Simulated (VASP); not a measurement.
Input:

```
InPd
1.0
    3.27155     0.00000     0.00000
    0.00000     3.27155     0.00000
    0.00000     0.00000     3.27155
In Pd
1 1
Direct
  0.50000   0.50000   0.50000
  0.00000   0.00000   0.97708
```

Calculation: r2SCAN meta-GGA, VASP's PBE PAW potentials (set 64) (plane waves; VASP). Run with 480 eV cut-off, 10×10×10 Γ-centred mesh, first-order Methfessel-Paxton smearing of 0.10 eV, potentials In_d Pd.

Task: Give the force on each atom (eV/Å).

Result: 
```
atom     Fx     Fy      Fz
----  -----  -----  ------
In1   0.000  0.000  -0.302
Pd2   0.000  0.000   0.302
```

Task: Give the stress tensor in GPa (positive for a compressed cell).

Result: 
```
0.69  0.00  0.00
0.00  0.69  0.00
0.00  0.00  0.43
```
The pressure is its mean diagonal, 0.60 GPa.

The compound is PdIn in the CsCl type structure. This cell was strained or had an atom moved on purpose. The electron count is odd and the run is not spin-polarised, which forces a metal.
